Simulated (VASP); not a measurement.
**Al12NO: single point with LDA**

Al12NO, a slab with vacuum:

```
Al N O
1.0
     5.72757    0.00000    0.00000
     2.86378    4.96022    0.00000
     0.00000    0.00000   17.67654
Al N O
12 1 1
Direct
  0.16667 0.16667 0.05657
  0.66667 0.16667 0.05657
  0.16667 0.66666 0.05657
  0.66667 0.66666 0.05657
  0.89818 0.31464 0.27779
  0.42780 0.30650 0.23429
  0.92595 0.82611 0.29683
  0.34229 0.86799 0.23678
  0.06880 0.14671 0.46842
  0.69562 0.98512 0.53933
  0.50394 0.48806 0.58729
  0.13148 0.61217 0.47788
  0.81202 0.28648 0.52622
  0.31311 0.28616 0.48801
```

The cell was built by a generator and needn't be a form met in nature.

- Program: VASP 6.6.1
- Task: single point
- Functional: LDA
- Potentials or basis: VASP PAW LDA potentials, release 64 (Al, N, O)
- Cutoff: 520 eV
- k mesh: 2 × 2 × 1
- Occupations: fermi-dirac, width 0.1 eV
- Spin: no spin polarisation
- Dipole correction: no
- Further INCAR settings: ALGO = Normal; EDIFF = 1e-07; NBANDS = 36

```yaml
Largest_force: 6.087 eV/Å
Band_gap_on_the_k_mesh: none (metal or under the smearing width)
```

Forces in eV/Å, atoms in the order of the input:
```
Al   0.044 -0.104  0.298
Al  -0.062  0.096  0.309
Al   0.098 -0.067  0.315
Al  -0.094  0.079  0.258
Al   0.241  0.908  0.263
Al  -0.138  0.239 -0.010
Al  -0.533 -0.564  0.087
Al   0.720 -0.744 -0.191
Al   3.430 -1.677 -2.400
Al   0.456  1.696 -0.719
Al   1.582 -0.190 -0.854
Al  -0.108  3.516 -0.741
N   -4.886  1.298  3.391
O   -0.750 -4.485 -0.007
```

Levels at points of the mesh, in eV from the Fermi level:
```tsv
k point	band 19	band 20	band 21	band 22	band 23	band 24	band 25	band 26
(0.00, 0.00, 0.00)	-2.30	-2.26	-2.12	-1.81	-1.77	-1.55	-1.21	-0.99
(0.50, 0.00, 0.00)	-1.87	-1.67	-1.11	-0.14	0.09	0.21	0.74	0.79
(0.50, 0.50, 0.00)	-1.77	-1.34	-1.02	-0.45	-0.05	0.61	0.73	0.81
(0.00, 0.50, 0.00)	-1.63	-1.50	-0.95	-0.59	0.15	0.44	0.71	0.79
```

Run time: 120 s on 1 thread of AMD EPYC 9R45 96-Core Processor (Zen 5) (shared host), peak memory 0.47 GiB.

Caveat: the k mesh is coarse (spacing up to 0.63 Å⁻¹), so the values aren't converged; an odd number of electrons without spin polarisation forces a metal; a magnetic or distorted state may lie lower.
